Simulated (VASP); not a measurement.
Data:

```yaml
crystal:
  lattice:
    - [0.00000, 3.11385, 3.11385]
    - [3.11385, 0.00000, 3.11385]
    - [3.11385, 3.11385, 0.00000]
  atoms:
    - { symbol: Pb, position: [0.00000, 0.00000, 0.00000] }
    - { symbol: Se, position: [0.50000, 0.50000, 0.50000] }
```

The numbers are results of rev-vdW-DF2, VASP's PBE PAW potentials (set 64) (plane waves; VASP 6.6.1), not measurements. Settings: 520 eV cut-off, 8×8×8 Γ-centred mesh, Gaussian smearing of 0.050 eV, potentials Pb_d Se.

Unless said otherwise, spin-orbit coupling is left out, though it shifts the bands of the heavy elements here.

Question: Estimate the energy per atom (σ→0), pressure, band gap (on the k-mesh) with the smallest direct gap where there is one.

Answer: 
* **band gap (on the k-mesh)**: 0.42 eV
* **smallest direct gap (on the k-mesh)**: 0.42 eV
* **energy per atom (σ→0)**: -1.997 eV/atom
* **pressure**: -1.35 GPa

The compound is PbSe in the rock salt structure. This cell is one point of a volume scan, at 1.03 of the reference volume.
